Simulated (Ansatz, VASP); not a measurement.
**KScBr4 in VASP and in Ansatz**

File INCAR:

```
SYSTEM = KScBr4
PREC     = Accurate       ! precision mode
ENCUT    = 520            ! plane-wave cutoff, eV
EDIFF    = 1E-6           ! SCF threshold, eV
ISMEAR   = 0              ! smearing method
SIGMA    = 0.1            ! smearing width, eV
LREAL    = .FALSE.        ! projectors in reciprocal space
LASPH    = .TRUE.         ! aspherical terms in the spheres
NELM     = 80             ! most SCF steps
ALGO     = Normal         ! electronic algorithm
ISIF     = 2              ! what is computed and relaxed
LWAVE    = .FALSE.        ! write WAVECAR
LCHARG   = .FALSE.        ! write CHGCAR
GGA      = PE             ! functional
NBANDS   = 33             ! bands
```

The input KPOINTS:

```
regular mesh
0
G
  4 4 4
  0 0 0
```

File POSCAR:

```
KScBr4
1.0
    0.0000000000      4.3355118323      4.3355118323
    4.3355118323      0.0000000000      4.3355118323
    4.3355118323      4.3355118323      0.0000000000
K Sc Br
1 1 4
Direct
    0.2500000000      0.2500000000      0.2500000000
    0.0000000000      0.0000000000      0.0000000000
    0.6257700000      0.1226900000      0.6257700000
    0.6257700000      0.6257700000      0.1226900000
    0.6257700000      0.6257700000      0.6257700000
    0.1226900000      0.6257700000      0.6257700000
```

Input for Ansatz:

```yaml
crystal:
  lattice:
    - [0.0, 4.3355118323, 4.3355118323]
    - [4.3355118323, 0.0, 4.3355118323]
    - [4.3355118323, 4.3355118323, 0.0]
  atoms:
    - { symbol: K, position: [0.25, 0.25, 0.25] }
    - { symbol: Sc, position: [0.0, 0.0, 0.0] }
    - { symbol: Br, position: [0.62577, 0.12269, 0.62577] }
    - { symbol: Br, position: [0.62577, 0.62577, 0.12269] }
    - { symbol: Br, position: [0.62577, 0.62577, 0.62577] }
    - { symbol: Br, position: [0.12269, 0.62577, 0.62577] }
basis:
  ecutwfc: 420
kpoints:
  mp_grid: { grid: [4, 4, 4] }
hamiltonian:
  xc: pbe
scf:
  occupations: { method: gaussian, width: 0.1 }
  lower_state_search: "off"
output:
  forces: true
  stress: true
  eigenvalues: true
```

Alike in both runs: task single point; functional PBE; k mesh 4 × 4 × 4; occupations gaussian, width 0.1 eV; no spin polarisation.

|  | VASP | Ansatz |
| --- | --- | --- |
| version | VASP 6.6.1 | Ansatz 0.2.0 |
| potentials or method | VASP PAW PBE potentials, release 64 (K_sv, Sc_sv, Br) | scalar-relativistic, plane waves, PAW |
| plane-wave cutoff (eV) | 520 | 420 |
| valence electrons in the cell | 48 | 48 |

```csv
,VASP,Ansatz,Ansatz less VASP
gap on the k mesh at the Fermi level (eV),none,none,-
pressure (GPa),5.4,5.4,-0.02
rms of the force components (eV/Å),0.064,0.064,0.0000
```

Atom by atom the forces differ by 0.000 eV/Å (rms over components). A gap of «none» marks a metal or a gap that the smearing closes. The functional is the same, so the differences come from potentials, cutoffs and numerics.
